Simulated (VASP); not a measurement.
TiOs3:

```
Os Ti
1.0
     3.88773    0.00000    0.00000
     0.00000    3.88773    0.00000
     0.00000    0.00000    3.88773
Os Ti
3 1
Cartesian
  0.0000 1.9439 1.9439
  1.9439 0.0000 1.9439
  1.9439 1.9439 0.0000
  0.0000 0.0000 0.0000
```

The cell comes from a database or a generator and needn't be the stable form of this composition.

```yaml
Program: VASP 6.6.1
Task: single point
Functional: PBE
Potentials_or_basis: VASP PAW PBE potentials, release 64 (Os, Ti_sv)
Cutoff: 520 eV
k_mesh: 7 × 7 × 7
Occupations: fermi-dirac, width 0.05 eV
Spin: no spin polarisation
```

On this cell: pressure -1.4 GPa; largest force zero by symmetry; band gap on the k mesh none (metal or under the smearing width).

The same run follows on a disturbed copy (atoms moved at random, drawn with an rms of 0.05 Å):

```
Os Ti
1.0
     3.88773    0.00000    0.00000
     0.00000    3.88773    0.00000
     0.00000    0.00000    3.88773
Os Ti
3 1
Direct
  0.00225 0.50350 0.49111
  0.49857 0.99214 0.50577
  0.49147 0.49656 0.99815
  0.00438 0.99580 0.00219
```

Question: What changes?

Answer: The energy (extrapolated to zero smearing) moves by +5.3 meV/atom; pressure -1.0 GPa; largest force 0.441 eV/Å; band gap on the k mesh none (metal or under the smearing width).

Forces in eV/Å, atoms in the order of the input:
```
Os  -0.198 -0.273  0.261
Os   0.197  0.175 -0.114
Os   0.374 -0.101 -0.022
Ti  -0.373  0.199 -0.126
```

Stress tensor (GPa, compression positive):
```
-1.06  0.08 -0.17
 0.08 -0.96 -0.14
-0.17 -0.14 -0.93
```
